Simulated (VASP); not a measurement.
Level of theory: r2SCAN+rVV10, VASP's PBE PAW potentials (set 64) (plane waves; VASP).

The input files of a VASP run:

File KPOINTS:
```
K-points
0
Gamma
  8 8 8
0 0 0
```

### INCAR
```
LMAXMIX  =  4   ! l cut-off of mixed one-centre charges
NEDOS  =  601   ! DOS grid
LCHARG  =  .False.
ISIF  =  2   ! forces and stress, cell fixed
LMIXTAU  =  .True.
BPARAM  =  11.95
CPARAM  =  0.0093
LREAL  =  .False.   ! projection in real space or not
NELM  =  100
SYSTEM  =  Bi
EDIFF  =  1E-7   ! SCF stop (eV)
PREC  =  Accurate
ALGO  =  Normal   ! blocked Davidson
LWAVE  =  .False.
ISMEAR  =  -5   ! tetrahedra, Bloechl
METAGGA  =  R2SCAN
ENCUT  =  520
LUSE_VDW  =  .True.
LORBIT  =  11
LASPH  =  .True.   ! aspherical one-centre terms
```

**KPOINTS_OPT**
```
k-points along high-symmetry lines
8
Line-mode
Reciprocal
  0.000000   0.000000   0.000000 ! GAMMA
 -0.500000  -0.500000  -0.500000 ! T

 -0.500000  -0.500000  -0.500000 ! T
 -0.240257  -0.759743  -0.500000 ! H_2

  0.240257  -0.500000  -0.240257 ! H_0
 -0.000000  -0.500000   0.000000 ! L

 -0.000000  -0.500000   0.000000 ! L
  0.000000   0.000000   0.000000 ! GAMMA

  0.000000   0.000000   0.000000 ! GAMMA
  0.370129  -0.370129   0.000000 ! S_0

 -0.000000  -0.629871  -0.370129 ! S_2
  0.000000  -0.500000  -0.500000 ! F

  0.000000  -0.500000  -0.500000 ! F
  0.000000   0.000000   0.000000 ! GAMMA
```

### POSCAR
```
Bi
1
    4.1763265714    -2.2686377737     0.0073614136
    4.1763265714     2.2686377737     0.0073614136
    2.9373980548     0.0000000000     3.7363307925
Bi
2
Direct
  0.2340365693   0.2340365693   0.2340365693
  0.7659634307   0.7659634307   0.7659634307
```

POTCAR, in this order: Bi_d (PBE.64 set). Program: vasp_std.

Output of the run:

**OUTCAR**
```
 ion  position               nearest neighbor table
   1  0.234  0.234  0.234-   2 3.07   2 3.07   2 3.07   2 3.53   2 3.53   2 3.53
   2  0.766  0.766  0.766-   1 3.07   1 3.07   1 3.07   1 3.53   1 3.53   1 3.53
  LATTYP: Found a trigonal (rhomboedric) cell.
 ALAT       =     4.7527334419
 COS(alpha) =     0.5443058083
 Subroutine PRICEL returns:
 Original cell was already a primitive cell.
 Subroutine GETGRP returns: Found 12 space group operations
The static configuration has the point symmetry D_3d.
The dynamic configuration has the point symmetry D_3d.
 Subroutine INISYM returns: Found 12 space group operations
 Subroutine IBZKPT returns following result:
 Found     65 irreducible k-points:

 Following reciprocal coordinates:
            Coordinates               Weight
  0.000000  0.000000  0.000000      1.000000
  0.125000  0.000000 -0.000000      6.000000
  0.250000  0.000000 -0.000000      6.000000
  0.375000  0.000000 -0.000000      6.000000
  0.500000  0.000000 -0.000000      3.000000
  0.125000  0.125000 -0.000000      6.000000
  0.250000  0.125000 -0.000000     12.000000
  0.375000  0.125000 -0.000000     12.000000
...
```

### OSZICAR
```
       N       E                     dE             d eps       ncg     rms          rms(c)
DAV:   1     0.189413716949E+03    0.18941E+03   -0.17085E+04  2473   0.194E+03
DAV:   2    -0.981090690956E+02   -0.28752E+03   -0.28348E+03  2482   0.469E+02
DAV:   3    -0.122148485381E+03   -0.24039E+02   -0.23739E+02  2880   0.160E+02
DAV:   4    -0.123049787020E+03   -0.90130E+00   -0.89952E+00  2846   0.333E+01
DAV:   5    -0.123095606062E+03   -0.45819E-01   -0.45830E-01  3337   0.664E+00    0.146E+00
DAV:   6    -0.116580783511E+03    0.65148E+01   -0.22495E+00  2674   0.265E+01    0.102E+00
DAV:   7    -0.116054852979E+03    0.52593E+00   -0.18610E-01  2488   0.549E+00    0.602E-01
DAV:   8    -0.116411014318E+03   -0.35616E+00   -0.15423E-01  2470   0.320E+00    0.125E-01
DAV:   9    -0.116182063244E+03    0.22895E+00   -0.71163E-02  2470   0.289E+00    0.114E-01
DAV:  10    -0.116191948432E+03   -0.98852E-02   -0.16697E-02  2482   0.107E+00    0.103E-01
DAV:  11    -0.116176602417E+03    0.15346E-01   -0.10580E-02  2524   0.131E+00    0.510E-02
DAV:  12    -0.116191025084E+03   -0.14423E-01   -0.99038E-03  2479   0.747E-01    0.309E-02
DAV:  13    -0.116192290602E+03   -0.12655E-02   -0.33569E-04  2635   0.179E-01    0.271E-02
DAV:  14    -0.116192680201E+03   -0.38960E-03   -0.15275E-04  2508   0.170E-01    0.869E-03
DAV:  15    -0.116192834240E+03   -0.15404E-03   -0.76397E-05  2496   0.994E-02    0.227E-03
DAV:  16    -0.116192837331E+03   -0.30909E-05   -0.20823E-05  2548   0.376E-02    0.140E-03
DAV:  17    -0.116192846707E+03   -0.93763E-05   -0.73307E-06  2482   0.270E-02    0.181E-03
DAV:  18    -0.116192847673E+03   -0.96581E-06   -0.68510E-07  2082   0.115E-02    0.898E-04
DAV:  19    -0.116192847453E+03    0.22049E-06   -0.71773E-07  1959   0.879E-03    0.636E-04
DAV:  20    -0.116192847753E+03   -0.29984E-06   -0.14632E-07  1665   0.566E-03    0.151E-04
DAV:  21    -0.116192848078E+03   -0.32499E-06   -0.14761E-07  1948   0.376E-03    0.700E-05
DAV:  22    -0.116192848073E+03    0.44956E-08   -0.12489E-08  1244   0.155E-03
   1 F= -.11619285E+03 E0= -.11619285E+03  d E =0.000000E+00
       N       E                     dE             ncg
```

OUTCAR:
```
------------------------ aborting loop because EDIFF is reached ----------------------------------------
  FORCE on cell =-STRESS in cart. coord.  units (eV):
  Direction    XX          YY          ZZ          XY          YZ          ZX
  --------------------------------------------------------------------------------------
  Total        0.1137456      0.0067747      0.0185828      0.0000000      0.0000000      0.0355404
  in kB        2.5775813      0.1535217      0.4211044      0.0000000      0.0000000      0.8053796
  external PRESSURE =       1.0507358 kB  Pullay stress =       0.0000000 kB
  volume of cell :       70.70
      direct lattice vectors                 reciprocal lattice vectors
     4.176326571 -2.268637774  0.007361414     0.119888574 -0.220396577 -0.094253021
     4.176326571  2.268637774  0.007361414     0.119888574  0.220396577 -0.094253021
     2.937398055  0.000000000  3.736330792    -0.000472415  0.000000000  0.268013655
 POSITION                                       TOTAL-FORCE (eV/Angst)
 -----------------------------------------------------------------------------------
      2.64228      0.00000      0.87788        -0.015600      0.000000     -0.005183
      8.64777      0.00000      2.87317         0.015600      0.000000      0.005183
 -----------------------------------------------------------------------------------
    total drift:                               -0.000000     -0.000000      0.000000
  FREE ENERGIE OF THE ION-ELECTRON SYSTEM (eV)
  ---------------------------------------------------
  free  energy   TOTEN  =      -116.1928480731 eV

  energy  without entropy=     -116.1928480731  energy(sigma->0) =     -116.19284807

 total charge

# of ion       s       p       d       tot
------------------------------------------
    1        1.491   1.378   9.900  12.768
    2        1.491   1.378   9.900  12.768
--------------------------------------------------
tot          2.981   2.755  19.800  25.536
```
(Selected blocks of OUTCAR.)

### OUTCAR
```
 val. band max:        6.1898724846   @ k =   0.3750   0.1250   0.1250

 cond. band min:       6.0318959815   @ k =   0.5000   0.0000  -0.0000


 Fermi energy:         6.1415525697

 k-point     1 :       0.0000    0.0000    0.0000
  band No.  band energies     occupation
      1     -17.4372      2.00000
      2     -17.4372      2.00000
      3     -17.2723      2.00000
      4     -17.2723      2.00000
      5     -17.2527      2.00000
      6     -17.0688      2.00000
      7     -17.0585      2.00000
      8     -17.0585      2.00000
      9     -16.9284      2.00000
     10     -16.9284      2.00000
     11      -7.4767      2.00000
     12      -1.4384      2.00000
     13       4.5303      2.00000
     14       4.8381      2.00000
     15       4.8381      2.00000
     16       8.7736      0.00000
     17       9.2509      0.00000
     18       9.2509      0.00000
     19      12.2192      0.00000

 k-point     2 :       0.1250    0.0000   -0.0000
  band No.  band energies     occupation
      1     -17.4251      2.00000
      2     -17.4216      2.00000
      3     -17.2669      2.00000
      4     -17.2628      2.00000
      5     -17.2445      2.00000
      6     -17.0769      2.00000
      7     -17.0665      2.00000
      8     -17.0634      2.00000
      9     -16.9455      2.00000
     10     -16.9412      2.00000
     11      -7.3217      2.00000
     12      -1.8101      2.00000
     13       4.6002      2.00000
     14       4.8250      2.00000
     15       4.8633      2.00000
     16       8.4816      0.00000
     17       8.6933      0.00000
     18       8.8994      0.00000
     19      11.6572      0.00000

 k-point     3 :       0.2500    0.0000   -0.0000
  band No.  band energies     occupation
      1     -17.3925      2.00000
      2     -17.3773      2.00000
      3     -17.2543      2.00000
      4     -17.2364      2.00000
      5     -17.2199      2.00000
      6     -17.1040      2.00000
      7     -17.0893      2.00000
...
```

For a metal the tetrahedron method with Blöchl corrections gives inexact stress and forces. Unless said otherwise, spin-orbit coupling is left out, though it shifts the bands of the heavy elements here.

The compound is Bi in the a7 structure. It was relaxed first.
